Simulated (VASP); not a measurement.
OSZICAR of a VASP run on Zn (hcp):

OSZICAR:
```
       N       E                     dE             d eps       ncg     rms          rms(c)
DAV:   1     0.156952425402E+03    0.15695E+03   -0.17003E+04  3112   0.346E+03
DAV:   2     0.236692101104E+02   -0.13328E+03   -0.13133E+03  3624   0.504E+02
DAV:   3     0.145485822000E+02   -0.91206E+01   -0.91073E+01  4224   0.152E+02
DAV:   4     0.144166285533E+02   -0.13195E+00   -0.13193E+00  4232   0.226E+01
DAV:   5     0.144138907515E+02   -0.27378E-02   -0.27377E-02  4288   0.269E+00    0.549E+00
DAV:   6     0.110548352153E+03    0.96134E+02   -0.21154E+04  3072   0.126E+05    0.779E+00
DAV:   7     0.112754971330E+03    0.22066E+01   -0.28149E+02  3464   0.573E+03    0.430E+00
DAV:   8     0.490076122280E+01   -0.10785E+03   -0.54599E+01  3072   0.994E+01    0.474E+00
DAV:   9     0.750271699920E+01    0.26020E+01   -0.54744E-01  4048   0.944E+00    0.379E+00
DAV:  10     0.572883709740E+01   -0.17739E+01   -0.20677E-01  3256   0.569E+00    0.276E+00
DAV:  11     0.758560018923E+01    0.18568E+01   -0.26438E-01  3592   0.779E+00    0.187E+00
DAV:  12     0.756119599293E+01   -0.24404E-01   -0.10048E-02  3688   0.164E+00    0.194E+00
DAV:  13     0.758830350101E+01    0.27108E-01   -0.74394E-03  3952   0.181E+00    0.180E+00
DAV:  14     0.756256345099E+01   -0.25740E-01   -0.82541E-03  3960   0.186E+00    0.184E+00
DAV:  15     0.756903075398E+01    0.64673E-02   -0.33237E-03  3904   0.124E+00    0.168E+00
DAV:  16     0.756774550985E+01   -0.12852E-02   -0.95471E-05  4144   0.192E-01    0.171E+00
DAV:  17     0.758359776957E+01    0.15852E-01   -0.11992E-02  3200   0.252E+00    0.117E+00
DAV:  18     0.759043295512E+01    0.68352E-02   -0.88172E-03  3896   0.204E+00    0.708E-01
DAV:  19     0.759338385334E+01    0.29509E-02   -0.41576E-03  3808   0.139E+00    0.388E-01
DAV:  20     0.759403232362E+01    0.64847E-03   -0.16526E-03  3984   0.862E-01    0.158E-01
DAV:  21     0.759394977882E+01   -0.82545E-04   -0.13329E-03  3960   0.805E-01    0.615E-02
DAV:  22     0.759394016527E+01   -0.96136E-05   -0.78663E-05  3328   0.104E-01    0.564E-02
DAV:  23     0.759396805798E+01    0.27893E-04   -0.54371E-05  3712   0.169E-01    0.307E-02
DAV:  24     0.759397624435E+01    0.81864E-05   -0.58912E-05  3288   0.171E-01    0.151E-03
DAV:  25     0.759397558730E+01   -0.65705E-06   -0.30373E-06  3280   0.214E-02
   1 F= 0.75939756E+01 E0= 0.75939581E+01  d E =0.759398E+01
       N       E                     dE             d eps       ncg     rms          rms(c)
DAV:   1     0.759159449804E+01   -0.23817E-02   -0.27563E-02  3104   0.351E+00    0.345E-01
DAV:   2     0.759386156111E+01    0.22671E-02   -0.65752E-03  3224   0.196E+00    0.112E-01
DAV:   3     0.759398389976E+01    0.12234E-03   -0.14179E-04  3384   0.218E-01    0.614E-02
DAV:   4     0.759412456703E+01    0.14067E-03   -0.62527E-05  4368   0.153E-01    0.355E-03
DAV:   5     0.759407161743E+01   -0.52950E-04   -0.26522E-05  3464   0.966E-02    0.200E-03
DAV:   6     0.759407239688E+01    0.77945E-06   -0.38286E-07  1824   0.114E-02
   2 F= 0.75940724E+01 E0= 0.75940547E+01  d E =0.968096E-04
       N       E                     dE             d eps       ncg     rms          rms(c)
DAV:   1     0.759239563548E+01   -0.16760E-02   -0.17944E-02  3088   0.284E+00    0.276E-01
DAV:   2     0.759377755608E+01    0.13819E-02   -0.41553E-03  3216   0.155E+00    0.907E-02
DAV:   3     0.759390341858E+01    0.12586E-03   -0.84245E-05  3368   0.166E-01    0.492E-02
DAV:   4     0.759400426354E+01    0.10084E-03   -0.38578E-05  4352   0.119E-01    0.274E-03
DAV:   5     0.759398136263E+01   -0.22901E-04   -0.15961E-05  3472   0.746E-02    0.157E-03
DAV:   6     0.759398115543E+01   -0.20719E-06   -0.22083E-07  1720   0.859E-03
   3 F= 0.75939812E+01 E0= 0.75939636E+01  d E =0.556813E-05
```

**Question.** Which electronic solver shows in the log?

**Answer.** It is blocked Davidson (ALGO = Normal, or the opening steps of other solvers). The INCAR had ALGO = Normal.

**Question.** Can the final energy be trusted as converged?

**Answer.** The run converged. It stopped with EDIFF = 1E-6, NELM = 100, NSW = 60 and EDIFFG = -0.01 after 3 ionic steps (revTPSS meta-GGA, plane waves, VASP's PBE PAW potentials (set 64)).

The compound is Zn in the hcp structure. This run relaxes it. Symmetry was kept, so distortions that lower it aren't found. The start is the result of an earlier pass.
